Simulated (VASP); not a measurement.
Method: LDA (Ceperley-Alder, Perdew-Zunger), VASP's LDA PAW potentials (set 64) (plane waves; VASP).

A VASP calculation is set up with these files.

**KPOINTS**
```
Automatic mesh
0
Gamma
12 12 12
0 0 0
```

### POSCAR
```
Ba
1
   -2.1496239265     2.1496239265     2.1496239265
    2.1496239265    -2.1496239265     2.1496239265
    2.1496239265     2.1496239265    -2.1496239265
Ba
1
Direct
  0.0000000000   0.0000000000   0.0000000000
```

INCAR:
```
PSTRESS=50
LMAXMIX=4   ! l cut-off of mixed one-centre charges
ALGO=Normal   ! blocked Davidson
LREAL=.False.   ! projection in real space or not
NELM=100   ! most electronic steps
IBRION=2
LCHARG=.False.
EDIFF=1E-6
EDIFFG=-0.02   ! ionic stop
ISMEAR=1   ! Methfessel-Paxton
LASPH=.True.
SIGMA=0.1   ! width (eV)
SYSTEM=Ba
NSW=40   ! most ionic steps
ISIF=3   ! ions, shape and volume
PREC=Accurate
ENCUT=500   ! plane-wave cut-off (eV)
LWAVE=.False.
```

POTCAR, in this order: Ba_sv (LDA.64 set). Program: vasp_std.

Output of the run:

### OUTCAR
```
 ion  position               nearest neighbor table
   1  0.000  0.000  0.000-
  LATTYP: Found a body centered cubic cell.
 ALAT       =     4.2992478530
 Subroutine PRICEL returns:
 Original cell was already a primitive cell.
 Subroutine GETGRP returns: Found 48 space group operations
The static configuration has the point symmetry O_h .
The dynamic configuration has the point symmetry O_h .
 Subroutine INISYM returns: Found 48 space group operations
 Subroutine IBZKPT returns following result:
 Found     72 irreducible k-points:

 Following reciprocal coordinates:
            Coordinates               Weight
  0.000000  0.000000  0.000000      1.000000
  0.083333  0.000000  0.000000     12.000000
  0.166667  0.000000  0.000000     12.000000
  0.250000  0.000000  0.000000     12.000000
  0.333333  0.000000  0.000000     12.000000
  0.416667  0.000000  0.000000     12.000000
  0.500000  0.000000  0.000000      6.000000
  0.083333  0.083333  0.000000     24.000000
  0.166667  0.083333 -0.000000     48.000000
  0.250000  0.083333 -0.000000     48.000000
  0.333333  0.083333  0.000000     48.000000
  0.416667  0.083333  0.000000     48.000000
  0.166667  0.166667  0.000000     24.000000
  0.250000  0.166667 -0.000000     48.000000
  0.333333  0.166667  0.000000     48.000000
  0.416667  0.166667 -0.000000     24.000000
  0.250000  0.250000  0.000000     24.000000
  0.333333  0.250000  0.000000     48.000000
  0.333333  0.333333  0.000000      8.000000
  0.083333  0.083333  0.083333      8.000000
  0.166667  0.083333  0.083333     24.000000
  0.250000  0.083333  0.083333     24.000000
  0.333333  0.083333  0.083333     24.000000
  0.416667  0.083333  0.083333     12.000000
 -0.083333  0.083333  0.083333      6.000000
  0.166667  0.166667  0.083333     24.000000
  0.250000  0.166667  0.083333     48.000000
  0.333333  0.166667  0.083333     48.000000
 -0.166667  0.166667  0.083333     24.000000
  0.250000  0.250000  0.083333     24.000000
  0.333333  0.250000  0.083333     24.000000
 -0.250000  0.250000  0.083333     24.000000
 -0.166667  0.250000  0.083333     24.000000
 -0.333333  0.333333  0.083333     24.000000
 -0.250000  0.333333  0.083333     48.000000
 -0.416667  0.416667  0.083333     24.000000
 -0.333333  0.416667  0.083333     48.000000
 -0.250000  0.416667  0.083333     24.000000
  0.500000  0.500000  0.083333     12.000000
 -0.416667  0.500000  0.083333     48.000000
   k-points           NKPTS =     72   k-points in BZ     NKDIM =     72   number of bands    NBANDS=      9
   number of dos      NEDOS =    301   number of ions     NIONS =      1
   total plane-waves  NPLWV =  21952
   dimension x,y,z NGX =    28 NGY =   28 NGZ =   28
   dimension x,y,z NGXF=    56 NGYF=   56 NGZF=   56
   ions per type =               1
   PREC   = accura    normal or accurate (medium, high low for compatibility)
   ISTART =      0    job   : 0-new  1-cont  2-samecut
   ICHARG =      2    charge: 1-file 2-atom 10-const
   ISPIN  =      1    spin polarized calculation?
   LNONCOLLINEAR =      F non collinear calculations
   LSORBIT =      F    spin-orbit coupling
   INIWAV =      1    electr: 0-lowe 1-rand  2-diag
   ENCUT  =  500.0 eV  36.75 Ry    6.06 a.u.   6.79  6.79  6.79*2*pi/ulx,y,z
   NELM   =    100;   NELMIN=  2; NELMDL= -5     # of ELM steps
   EDIFF  = 0.1E-05   stopping-criterion for ELM
   LREAL  =      F    real-space projection
   NLSPLINE    = F    spline interpolate recip. space projectors
   LMAXMIX     =    4 max onsite mixed and CHGCAR
   VOSKOWN=      0    Vosko Wilk Nusair interpolation
...
```

OSZICAR:
```
       N       E                     dE             d eps       ncg     rms          rms(c)
DAV:   1     0.479834282726E+02    0.47983E+02   -0.48138E+03  1296   0.957E+02
DAV:   2    -0.764926765734E+00   -0.48748E+02   -0.47920E+02  1605   0.154E+02
DAV:   3    -0.208557246209E+01   -0.13206E+01   -0.13132E+01  1628   0.271E+01
DAV:   4    -0.211387128589E+01   -0.28299E-01   -0.28274E-01  1867   0.328E+00
DAV:   5    -0.211407462105E+01   -0.20334E-03   -0.20327E-03  1776   0.214E-01    0.365E+00
DAV:   6    -0.208017787012E+01    0.33897E-01   -0.32727E-02  1892   0.146E+00    0.203E+00
DAV:   7    -0.206597286921E+01    0.14205E-01   -0.36607E-02  1919   0.152E+00    0.178E-01
DAV:   8    -0.206581751609E+01    0.15535E-03   -0.72088E-04  1606   0.218E-01    0.195E-02
DAV:   9    -0.206581621001E+01    0.13061E-05   -0.12774E-05  1522   0.276E-02    0.772E-03
DAV:  10    -0.206581528303E+01    0.92698E-06   -0.15875E-06  1408   0.103E-02
   1 F= -.82585757E+00 E0= -.82606137E+00  d E =-.825858E+00
```

File OUTCAR:
```
------------------------ aborting loop because EDIFF is reached ----------------------------------------
  FORCE on cell =-STRESS in cart. coord.  units (eV):
  Direction    XX          YY          ZZ          XY          YZ          ZX
  --------------------------------------------------------------------------------------
  Total        1.2224760      1.2224760      1.2224760      0.0000000      0.0000000     -0.0000000
  in kB       49.2950667     49.2950667     49.2950667      0.0000000      0.0000000     -0.0000000
  external PRESSURE =      -0.7049333 kB  Pullay stress =      50.0000000 kB
  volume of cell :       39.73
      direct lattice vectors                 reciprocal lattice vectors
    -2.149623926  2.149623926  2.149623926     0.000000000  0.232598825  0.232598825
     2.149623926 -2.149623926  2.149623926     0.232598825  0.000000000  0.232598825
     2.149623926  2.149623926 -2.149623926     0.232598825  0.232598825  0.000000000
 POSITION                                       TOTAL-FORCE (eV/Angst)
 -----------------------------------------------------------------------------------
      0.00000      0.00000      0.00000         0.000000     -0.000000      0.000000
 -----------------------------------------------------------------------------------
    total drift:                               -0.000000     -0.000000      0.000000
  FREE ENERGIE OF THE ION-ELECTRON SYSTEM (eV)
  ---------------------------------------------------
  free  energy   TOTEN  =        -2.0658152830 eV

  energy  without entropy=       -2.0664266983  energy(sigma->0) =       -2.06601909
  enthalpy is  TOTEN    =        -0.8258575671 eV   P V=        1.2399577159

 reached required accuracy - stopping structural energy minimisation
```
(Selected blocks of OUTCAR.)

The compound is Ba in the bcc structure. It was relaxed first under an external pressure of 5 GPa.
